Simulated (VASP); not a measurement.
Output of a VASP run:

**OSZICAR**
```
       N       E                     dE             d eps       ncg     rms          rms(c)
DAV:   1     0.239722319241E+03    0.23972E+03   -0.17397E+04  3652   0.216E+03
DAV:   2    -0.186899012661E+02   -0.25841E+03   -0.24969E+03  3524   0.376E+02
DAV:   3    -0.322179906264E+02   -0.13528E+02   -0.12867E+02  3625   0.120E+02
DAV:   4    -0.324606081821E+02   -0.24262E+00   -0.24064E+00  3757   0.156E+01
DAV:   5    -0.324667776385E+02   -0.61695E-02   -0.61682E-02  4829   0.217E+00    0.236E+01
DAV:   6    -0.285478092447E+02    0.39190E+01   -0.42500E+01  3587   0.998E+01    0.135E+01
DAV:   7    -0.292175855391E+02   -0.66978E+00   -0.93815E+00  4028   0.777E+01    0.188E+01
DAV:   8    -0.276604545182E+02    0.15571E+01   -0.70119E+00  3881   0.502E+01    0.460E+00
DAV:   9    -0.276452686423E+02    0.15186E-01   -0.44641E-01  4360   0.112E+01    0.302E+00
DAV:  10    -0.276164432794E+02    0.28825E-01   -0.67346E-02  4155   0.670E+00    0.119E+00
DAV:  11    -0.276132133545E+02    0.32299E-02   -0.14038E-02  5258   0.150E+00    0.602E-01
DAV:  12    -0.276129448070E+02    0.26855E-03   -0.19071E-03  4509   0.546E-01    0.178E-01
DAV:  13    -0.276129501597E+02   -0.53527E-05   -0.15992E-04  4133   0.214E-01    0.659E-02
DAV:  14    -0.276129538444E+02   -0.36847E-05   -0.10643E-04  5188   0.163E-01    0.419E-02
DAV:  15    -0.276129432903E+02    0.10554E-04   -0.22519E-05  4937   0.915E-02    0.167E-02
DAV:  16    -0.276129434634E+02   -0.17308E-06   -0.22726E-06  3944   0.353E-02    0.442E-03
DAV:  17    -0.276129431103E+02    0.35304E-06   -0.41156E-07  3359   0.102E-02    0.104E-03
DAV:  18    -0.276129430543E+02    0.56059E-07   -0.61969E-08  1871   0.314E-03
   1 F= -.27612943E+02 E0= -.27613434E+02  d E =0.147360E-02  mag=     4.4733
```

### OUTCAR
```
------------------------ aborting loop because EDIFF is reached ----------------------------------------
  FORCE on cell =-STRESS in cart. coord.  units (eV):
  Direction    XX          YY          ZZ          XY          YZ          ZX
  --------------------------------------------------------------------------------------
  Total        1.8014292      1.8014292      1.8014292      0.0000000      0.0000000      0.0000000
  in kB       70.1522007     70.1522007     70.1522007      0.0000000      0.0000000      0.0000000
  external PRESSURE =      70.1522007 kB  Pullay stress =       0.0000000 kB
  volume of cell :       41.14
      direct lattice vectors                 reciprocal lattice vectors
     3.452196415  0.000000000  0.000000000     0.289670656  0.000000000  0.000000000
     0.000000000  3.452196415  0.000000000     0.000000000  0.289670656  0.000000000
     0.000000000  0.000000000  3.452196415     0.000000000  0.000000000  0.289670656
 POSITION                                       TOTAL-FORCE (eV/Angst)
 -----------------------------------------------------------------------------------
      0.00000      0.00000      0.00000         0.000000      0.000000      0.000000
      0.00000      1.72610      1.72610         0.000000      0.000000      0.000000
      1.72610      0.00000      1.72610         0.000000      0.000000      0.000000
      1.72610      1.72610      0.00000         0.000000      0.000000      0.000000
 -----------------------------------------------------------------------------------
    total drift:                                0.000000      0.000000      0.000000
  FREE ENERGIE OF THE ION-ELECTRON SYSTEM (eV)
  ---------------------------------------------------
  free  energy   TOTEN  =       -27.6129430543 eV

  energy  without entropy=      -27.6144166580  energy(sigma->0) =      -27.61343426

 total charge

# of ion       s       p       d       tot
------------------------------------------
    1        0.508   0.572   6.184   7.264
    2        0.541   0.587   8.366   9.494
    3        0.541   0.587   8.366   9.494
    4        0.541   0.587   8.366   9.494
--------------------------------------------------
tot          2.131   2.332  31.282  35.745

 magnetization (x)

# of ion       s       p       d       tot
------------------------------------------
    1        0.008   0.001   2.762   2.770
    2       -0.016  -0.044   0.621   0.562
    3       -0.016  -0.044   0.621   0.562
    4       -0.016  -0.044   0.621   0.562
--------------------------------------------------
tot         -0.039  -0.130   4.626   4.457
```
(Selected blocks of OUTCAR.)

File POSCAR:
```
Ni3Fe
1
    3.4521964151     0.0000000000     0.0000000000
    0.0000000000     3.4521964151     0.0000000000
    0.0000000000     0.0000000000     3.4521964151
Fe Ni
1 3
Direct
  0.0000000000   0.0000000000   0.0000000000
  0.0000000000   0.5000000000   0.5000000000
  0.5000000000   0.0000000000   0.5000000000
  0.5000000000   0.5000000000   0.0000000000
```

Problem. Reconstruct the remaining input files.

Solution. One answer among several that fit: the input of the run itself, PBEsol GGA, plane waves, VASP's PBE PAW potentials (set 64).

INCAR:
```
ALGO = Normal
EDIFF = 1E-7
ENCUT = 520
GGA = PS
ISIF = 2
ISMEAR = 1
ISPIN = 2
LASPH = .TRUE.
LCHARG = .FALSE.
LMAXMIX = 4
LORBIT = 10
LREAL = .FALSE.
LWAVE = .FALSE.
MAGMOM = 2.8 0.6 0.6 0.6
NELM = 100
PREC = Accurate
SIGMA = 0.1
SYSTEM = Ni3Fe
```

KPOINTS:
```
Automatic mesh
0
Gamma
9 9 9
0 0 0
```

POTCAR, in this order: Fe Ni (PBE.64 set). Program: vasp_std.

The compound is Ni3Fe in the L1_2 structure. This cell is one point of a volume scan, at 0.97 of the reference volume.
